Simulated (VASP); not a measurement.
An input for Ansatz (written as the equivalent of a VASP run, and not itself run):

Ansatz 0.2 input:
```yaml
crystal:
  lattice:
    - [4.3633525, 0.0000000, 0.0000000]
    - [0.0000000, 4.3633525, 0.0000000]
    - [0.0000000, 0.0000000, 4.3633525]
  atoms:
    - { symbol: Cu, position: [0.7500000, 0.2500000, 0.7500000] }
    - { symbol: Cu, position: [0.2500000, 0.7500000, 0.7500000] }
    - { symbol: Cu, position: [0.7500000, 0.7500000, 0.2500000] }
    - { symbol: Cu, position: [0.2500000, 0.2500000, 0.2500000] }
    - { symbol: O, position: [0.0000000, 0.0000000, 0.0000000] }
    - { symbol: O, position: [0.5000000, 0.5000000, 0.5000000] }
kpoints:
  mp_grid: { grid: [5, 5, 5] }
hamiltonian:
  xc: rpbe
  pseudopotentials: { kind: paw }
scf:
  occupations: { method: gaussian, width: 0.05 }
  max_iter: 100
relax:
  max_steps: 60
  f_tol: 0.02
  cell: {}
output: { forces: true, stress: true, eigenvalues: true }
```

**Question.** Write the VASP files for the same calculation (RPBE).

**Answer.** Several could match; the one computed here: 
**KPOINTS**
```
K-points
0
gamma
  5 5 5
0 0 0
```

File POSCAR:
```
Cu2O
1
    4.3633525029     0.0000000000     0.0000000000
    0.0000000000     4.3633525029     0.0000000000
   -0.0000000000     0.0000000000     4.3633525029
Cu O
4 2
Direct
  0.7500000000   0.2500000000   0.7500000000
  0.2500000000   0.7500000000   0.7500000000
  0.7500000000   0.7500000000   0.2500000000
  0.2500000000   0.2500000000   0.2500000000
  0.0000000000   0.0000000000   0.0000000000
  0.5000000000   0.5000000000   0.5000000000
```

INCAR:
```
# general
SYSTEM  = Cu2O
PREC    = Accurate
ENCUT   = 520
LREAL   = .FALSE.
LASPH   = .TRUE.

# electronic loop
EDIFF   = 1E-6
NELM    = 100
ALGO    = Normal
LMAXMIX = 4

# smearing
ISMEAR  = 0
SIGMA   = 0.05

# functional
GGA     = RP

# ions
IBRION  = 2
NSW     = 60
ISIF    = 3
EDIFFG  = -0.02

# output
LWAVE   = .FALSE.
LCHARG  = .FALSE.
```

POTCAR, in this order: Cu O (PBE.64 set). Program: vasp_std.

What does not carry over: each code has its own PAW files, so the cut-off isn't converted (ENCUT is set for VASP's; basis.ecutwfc is left out, and Ansatz then takes the one that its files recommend); Ansatz stops its SCF on the density residual and VASP on the energy change (EDIFF).

The compound is Cu2O in the cuprite structure. It was relaxed first, which changed the volume by +7 %. The start is the result of an earlier pass.
